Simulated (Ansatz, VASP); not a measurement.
# Cross-check of MnV between VASP and Ansatz, part 2 of 2

Wanted: the spread between two codes on one cell, functional and k mesh. Of the first pair: The two relaxations start from unlike cells of this crystal (the structure described is Ansatz's start), so only their ends are compared.

VASP 6.6.1 and Ansatz 0.2.0.

So far: Starting point; VASP: relaxation of cell and atoms, PBEsol, pair 1; Ansatz: relaxation of cell and atoms, PBEsol, pair 1; Comparison.

## (5) VASP: relaxation of cell and atoms, PBEsol, pair 2

Level of this step: PBEsol, no spin polarisation; plane waves and PAW (Mn_pv, V_sv) (VASP).

The relaxed volume is the usual yardstick between codes: in a stiff, nearly cubic crystal its relative difference is about their pressure difference at one cell divided by the bulk modulus. Its start cell is another than that of the pair before, and may be another structure of the material.

File INCAR:

```
SYSTEM = MnV
PREC = Accurate
ENCUT = 500
EDIFF = 1E-07
NELM = 120
ISMEAR = 0
SIGMA = 0.1
LREAL = .FALSE.
ALGO = Normal
GGA = PS
NBANDS = 19
LASPH = .TRUE.
LORBIT = 11
LWAVE = .FALSE.
LCHARG = .FALSE.
ISIF = 3
IBRION = 2
NSW = 80
EDIFFG = -0.005
GGA_COMPAT = .FALSE.
NELMIN = 4
KPAR = 2
```

File POSCAR:

```
MnV
1.0
    2.8369330000      0.0000000000      0.0000000000
    0.0000000000      2.8369330000      0.0000000000
    0.0000000000      0.0000000000      2.8369330000
Mn V
1 1
Direct
    0.0000000000      0.0000000000      0.0000000000
    0.4999998238      0.4999998238      0.4999998238
```

File KPOINTS:

```
Automatic mesh
0
Gamma
14 14 14
0 0 0
```

Potentials, in the order of the species: Mn_pv and V_sv (PBE family, release 64).

Launch:

```
> mpirun -np 2 vasp_std
```

Numbers of over 12 decimals in the logs are rounded to 6 here.

The program printed:

```text
[banner, memory and clock lines left out]
running    2 mpi-ranks, on    1 nodes
[...]
[... a notice as in an earlier step ...]

 LDA part: xc-table for (Slater+PW92), standard interpolation
 POSCAR, INCAR and KPOINTS ok, starting setup
[...]
entering main loop
       N       E                     dE             d eps       ncg     rms          rms(c)
DAV:   1     0.279527941464E+03    0.27953E+03   -0.15628E+04  4712   0.172E+03
DAV:   2    -0.136480028521E+02   -0.29318E+03   -0.28692E+03  4653   0.498E+02
DAV:   3    -0.233343411606E+02   -0.96863E+01   -0.95657E+01  4783   0.108E+02
DAV:   4    -0.234388816486E+02   -0.10454E+00   -0.10451E+00  4656   0.114E+01
[...]
DAV:  14    -0.199722126492E+02    0.43346E-06   -0.73015E-07  4614   0.944E-03    0.187E-03
DAV:  15    -0.199722124095E+02    0.23966E-06   -0.11863E-07  2322   0.399E-03    0.431E-04
DAV:  16    -0.199722124068E+02    0.26794E-08   -0.17505E-08  2289   0.127E-03
   1 F= -.19972212E+02 E0= -.19970704E+02  d E =-.199722E+02
[...]
DAV:   4    -0.199722091974E+02    0.25880E-04   -0.16354E-04  4575   0.960E-02    0.192E-02
DAV:   5    -0.199722073956E+02    0.18018E-05   -0.80602E-06  4590   0.254E-02    0.365E-03
DAV:   6    -0.199722074848E+02   -0.89160E-07   -0.33377E-07  4561   0.629E-03
   2 F= -.19972207E+02 E0= -.19970701E+02  d E =0.492202E-05
 trial-energy change:    0.000005  1 .order    0.000002   -0.000009    0.000014
 step:   0.2677(harm=  0.3926)  dis= 0.00000  next Energy=   -19.972214 (dE=-0.116E-05)
[...]
N       E                     dE             d eps       ncg     rms          rms(c)
DAV:   1    -0.199724019264E+02   -0.19453E-03   -0.32746E-03  4560   0.783E-01    0.150E-01
DAV:   2    -0.199730327016E+02   -0.63078E-03   -0.74644E-03  4616   0.613E-01    0.379E-01
DAV:   3    -0.199722287024E+02    0.80400E-03   -0.60079E-03  4930   0.521E-01    0.589E-02
DAV:   4    -0.199722148914E+02    0.13811E-04   -0.90444E-05  4575   0.711E-02    0.139E-02
DAV:   5    -0.199722137965E+02    0.10949E-05   -0.38890E-06  4587   0.176E-02    0.250E-03
DAV:   6    -0.199722137183E+02    0.78251E-07   -0.12662E-07  2875   0.394E-03
   3 F= -.19972214E+02 E0= -.19970705E+02  d E =-.131148E-05
[...]
reached required accuracy - stopping structural energy minimisation
```

From OUTCAR (step 5):

```text
  Total       -0.0002913     -0.0002913     -0.0002913     -0.0000000      0.0000000      0.0000000
  in kB       -0.0204339     -0.0204339     -0.0204339     -0.0000000      0.0000000      0.0000000
  external PRESSURE =      -0.0204339 kB  Pullay stress =       0.0000000 kB

 POSITION                                       TOTAL-FORCE (eV/Angst)
 -----------------------------------------------------------------------------------
      0.00000      0.00000      0.00000         0.000000     -0.000000      0.000000
      1.41857      1.41857      1.41857        -0.000000      0.000000      0.000000
 -----------------------------------------------------------------------------------
    total drift:                                0.000792      0.000792      0.000792

  FREE ENERGIE OF THE ION-ELECTRON SYSTEM (eV)
  ---------------------------------------------------
  free  energy   TOTEN  =       -19.9722137183 eV

  energy  without entropy=      -19.9691971926  energy(sigma->0) =      -19.97070546

[... 1 part as in an earlier step ...]

[... 3 further parts left out ...]
[key lines of the parts left out:]
E-fermi :  10.9742
```

## (6) Ansatz: relaxation of cell and atoms, PBEsol, pair 2

The same cell, functional, mesh and smearing now go to Ansatz, which takes its cutoff from its data sets.

The cell is taken from a series of runs on this material, whose earlier steps may have relaxed, scaled, displaced or heated it; both programs get it as it stands.

File input.yaml:

```yaml
crystal:
  lattice:
    - [2.836932887, 0.0, 0.0]
    - [0.0, 2.836932887, 0.0]
    - [0.0, 0.0, 2.836932887]
  atoms:
    - { symbol: Mn, position: [0.0, 0.0, 0.0] }
    - { symbol: V, position: [0.5, 0.5, 0.5] }
kpoints:
  mp_grid: { grid: [14, 14, 14] }
hamiltonian:
  xc: pbesol
  pseudopotentials: { kind: paw, azcp: { folder: soft_1 }, xc_functional: pbe }
scf:
  occupations: { method: gaussian, width: 0.1 }
output:
  forces: true
  stress: true
  eigenvalues: true
  write_density: true
  write_potential: true
  elf: true
  volumetric_format: npy
relax:
  adjacent_minimum: "off"
  f_tol: 0.005
  max_steps: 80
  cell: { stress_tol: 0.05 }
```

Launch:

```
> ansatz run input.yaml --threads 4 --pin off --max-ram 10240MiB --backend cpu --events-out ev --progress --plain --runs-dir out
```

The program printed:

```text
[...]
Crystal: 2 atoms, lattice volume = 22.832 Å³
Basis set: ecut = 420 eV, 461 PW (Γ), exchange–correlation on 40×40×40 points (8 copies of the dense FFT grid, shifted against one another)
Bands: 18, of which v1, the nominal top of the filled ones, is band 14 counted from 1 (13 counted from 0)
Symmetry: 48 space group operations
[...]
k-points: 120 of 2744
[...]
k-point 119: bands = [... 10 lower, 17.2631, 17.2821, 17.2821, 17.2821, 20.4553, 20.4553, 22.1717, 22.1717]
--- Relaxed structure (2 steps of the walk, 2 accepted, 1 SCFs on fresh bases) ---
[...]
cell:  # Å, volume = 22.8466 Å³
    - [2.837530, 0, 0]
    - [0, 2.837530, 0.0]
    - [0, 0.0, 2.837530]
  atoms:
    - { symbol: Mn, position: [0, 0, 0] }
    - { symbol: V, position: [0.500000, 0.500000, 0.500000] }
[key lines of the parts left out:]
SCF converged after 8 iterations
Free energy (F): -6754.697294 eV
Fermi energy:    19.556681 eV
P = ⅓ Tr σ = 0.0373 GPa (0.373 kbar)
```

## (7) Differences

What differs besides the data sets and the points named for the pairs above, as far as they apply: the data sets hold 28 valence electrons in Ansatz (on its PAW soft_1 files) and 26 in VASP. Total energies have different zeros and are not compared.

Compared:

| quantity | Ansatz | VASP | difference |
| --- | --- | --- | --- |
| volume (Å³) | 22.85 | 22.84 | +0.04 % |
| edge a after relaxation, in the typed setting (Å) | 2.837 | 2.837 | +0.01 % |

## (8) Ansatz: relaxation of cell and atoms, PBEsol, pair 3

The relaxed volume is the usual yardstick between codes: in a stiff, nearly cubic crystal its relative difference is about their pressure difference at one cell divided by the bulk modulus.

The cell is taken from a series of runs on this material, whose earlier steps may have relaxed, scaled, displaced or heated it; both programs get it as it stands.

File input.yaml:

```yaml
crystal:
  lattice:
    - [2.8375304488, 0.0, 0.0]
    - [0.0, 2.8375304488, 0.0]
    - [0.0, 0.0, 2.8375304488]
  atoms:
    - { symbol: Mn, position: [0.0, 0.0, 0.0] }
    - { symbol: V, position: [0.5, 0.5, 0.5] }
kpoints:
  mp_grid: { grid: [16, 16, 16] }
hamiltonian:
  xc: pbesol
  pseudopotentials: { kind: paw, azcp: { folder: soft_1 }, xc_functional: pbe }
scf:
  occupations: { method: methfessel_paxton, width: 0.2 }
output:
  forces: true
  stress: true
  eigenvalues: true
relax:
  adjacent_minimum: "off"
  f_tol: 0.001
  max_steps: 60
  cell: { stress_tol: 0.01 }
```

The program printed:

```text
[...]
Crystal: 2 atoms, lattice volume = 22.847 Å³
Basis set: ecut = 420 eV, 461 PW (Γ), exchange–correlation on 40×40×40 points (8 copies of the dense FFT grid, shifted against one another)
Bands: 18, of which v1, the nominal top of the filled ones, is band 14 counted from 1 (13 counted from 0)
Symmetry: 48 space group operations
[...]
k-points: 165 of 4096
[...]
k-point 164: bands = [... 10 lower, 17.2689, 17.2920, 17.2920, 17.2920, 20.4684, 20.4684, 22.1796, 22.1796]
--- Relaxed structure (3 steps of the walk, 3 accepted, 1 SCFs on fresh bases) ---
[...]
cell:  # Å, volume = 22.8411 Å³
    - [2.837305, 0, 0.0]
    - [0, 2.837305, 0]
    - [0.0, 0, 2.837305]
  atoms:
    - { symbol: Mn, position: [0, 0, 0] }
    - { symbol: V, position: [0.500000, 0.500000, 0.500000] }
[key lines of the parts left out:]
SCF converged after 7 iterations
Free energy (F): -6754.694269 eV
Fermi energy:    19.556492 eV
P = ⅓ Tr σ = -0.0007 GPa (-0.007 kbar)
```

## (9) VASP: relaxation of cell and atoms, PBEsol, pair 3

The same cell, functional, mesh and smearing now go to VASP, with its own data sets.

INCAR: that of step 5 with these lines changed.

```diff
@@ -5,4 +5,4 @@
 NELM = 120
-ISMEAR = 0
-SIGMA = 0.1
+ISMEAR = 1
+SIGMA = 0.2
 LREAL = .FALSE.
```

File POSCAR:

```
MnV
1.0
    2.8375300000      0.0000000000      0.0000000000
    0.0000000000      2.8375300000      0.0000000000
    0.0000000000      0.0000000000      2.8375300000
Mn V
1 1
Direct
    0.0000000000      0.0000000000      0.0000000000
    0.5000000000      0.5000000000      0.5000000000
```

File KPOINTS:

```
Automatic mesh
0
Gamma
16 16 16
0 0 0
```

Launch:

```
> mpirun -np 2 vasp_std
```

The program printed:

```text
[... set-up lines as in an earlier step ...]
 entering main loop
       N       E                     dE             d eps       ncg     rms          rms(c)
DAV:   1     0.277294162309E+03    0.27729E+03   -0.15589E+04  6430   0.171E+03
DAV:   2    -0.136791985384E+02   -0.29097E+03   -0.28511E+03  6407   0.497E+02
DAV:   3    -0.233248601357E+02   -0.96457E+01   -0.94900E+01  6571   0.107E+02
DAV:   4    -0.234386505572E+02   -0.11379E+00   -0.11374E+00  6398   0.117E+01
[...]
DAV:  14    -0.199694519187E+02    0.46317E-06   -0.37364E-07  5567   0.616E-03    0.222E-03
DAV:  15    -0.199694516946E+02    0.22415E-06   -0.27293E-07  5044   0.605E-03    0.124E-04
DAV:  16    -0.199694516996E+02   -0.49827E-08   -0.43074E-09  3144   0.787E-04
   1 F= -.19969452E+02 E0= -.19970073E+02  d E =-.199695E+02
[...]
N       E                     dE             d eps       ncg     rms          rms(c)
DAV:   1    -0.199719771738E+02   -0.25255E-02   -0.43947E-02  6270   0.287E+00    0.552E-01
[...]
DAV:   8    -0.199694292021E+02    0.62685E-07   -0.13872E-08  3135   0.106E-03
   2 F= -.19969429E+02 E0= -.19970047E+02  d E =0.224975E-04
 trial-energy change:    0.000022  1 .order    0.000024   -0.000065    0.000113
 step:   0.3774(harm=  0.3653)  dis= 0.00000  next Energy=   -19.969464 (dE=-0.124E-04)
[...]
N       E                     dE             d eps       ncg     rms          rms(c)
DAV:   1    -0.199704534682E+02   -0.10242E-02   -0.17073E-02  6270   0.179E+00    0.342E-01
DAV:   2    -0.199737164566E+02   -0.32630E-02   -0.38778E-02  6339   0.140E+00    0.873E-01
DAV:   3    -0.199695472123E+02    0.41692E-02   -0.31667E-02  6752   0.119E+00    0.137E-01
DAV:   4    -0.199694691095E+02    0.78103E-04   -0.48002E-04  6294   0.165E-01    0.323E-02
DAV:   5    -0.199694640040E+02    0.51055E-05   -0.24835E-05  6312   0.440E-02    0.657E-03
DAV:   6    -0.199694640851E+02   -0.81051E-07   -0.11492E-06  6321   0.116E-02    0.285E-03
DAV:   7    -0.199694642576E+02   -0.17252E-06   -0.11703E-07  3135   0.261E-03    0.763E-04
DAV:   8    -0.199694643244E+02   -0.66761E-07   -0.21358E-08  3135   0.919E-04
   3 F= -.19969464E+02 E0= -.19970085E+02  d E =-.126248E-04
[...]
reached required accuracy - stopping structural energy minimisation
```

From OUTCAR (step 9):

```text
  Total        0.0012767      0.0012767      0.0012767     -0.0000000      0.0000000      0.0000000
  in kB        0.0896075      0.0896075      0.0896075     -0.0000000      0.0000000      0.0000000
  external PRESSURE =       0.0896075 kB  Pullay stress =       0.0000000 kB

 POSITION                                       TOTAL-FORCE (eV/Angst)
 -----------------------------------------------------------------------------------
      0.00000      0.00000      0.00000         0.000000     -0.000000      0.000000
      1.41838      1.41838      1.41838        -0.000000      0.000000      0.000000
 -----------------------------------------------------------------------------------
    total drift:                                0.000000      0.000000     -0.000000

  FREE ENERGIE OF THE ION-ELECTRON SYSTEM (eV)
  ---------------------------------------------------
  free  energy   TOTEN  =       -19.9694643244 eV

  energy  without entropy=      -19.9713250886  energy(sigma->0) =      -19.97008458

[... 1 part as in an earlier step ...]

[... 3 further parts left out ...]
[key lines of the parts left out:]
E-fermi :  10.9784
```

## (10) Differences

What differs besides the data sets and the points named for the pairs above, as far as they apply: the data sets hold 28 valence electrons in Ansatz (on its PAW soft_1 files) and 26 in VASP. Total energies have different zeros and are not compared.

Compared:

| quantity | Ansatz | VASP | difference |
| --- | --- | --- | --- |
| volume (Å³) | 22.84 | 22.83 | +0.06 % |
| edge a after relaxation, in the typed setting (Å) | 2.837 | 2.837 | +0.02 % |

## (11) Outcome

| Quantity | Value |
| --- | --- |
| difference in volume (relaxation of cell and atoms, PBEsol, pair 1) | -0.0073 % |
| difference in volume (relaxation of cell and atoms, PBEsol, pair 2) | 0.042 % |
| difference in volume (relaxation of cell and atoms, PBEsol, pair 3) | 0.058 % |

**Reading.** The difference in volume is 0.058 % (relaxation of cell and atoms, PBEsol, pair 3), within the 1.2 % picked in this series as the mark of a large difference, as far as the stopping tolerances let one tell. The data sets hold unlike numbers of valence electrons (28 in Ansatz and 26 in VASP), so part of the differences comes from the potentials. How closely two codes agree says nothing of how well the functional describes the real material.

[Lines on the potential files, build, host, timing and source positions are cut from VASP's logs without a mark.]

[Logs are printed without paths, hosts, clocks, repeated set-up lines and the standing remarks that a program may print on its own settings, such as how far it seeks lower states.]

[Hosts, paths, dates, database ids (printed as entryN), source tags and the programs' standing remarks are cut or masked in the printed files.]
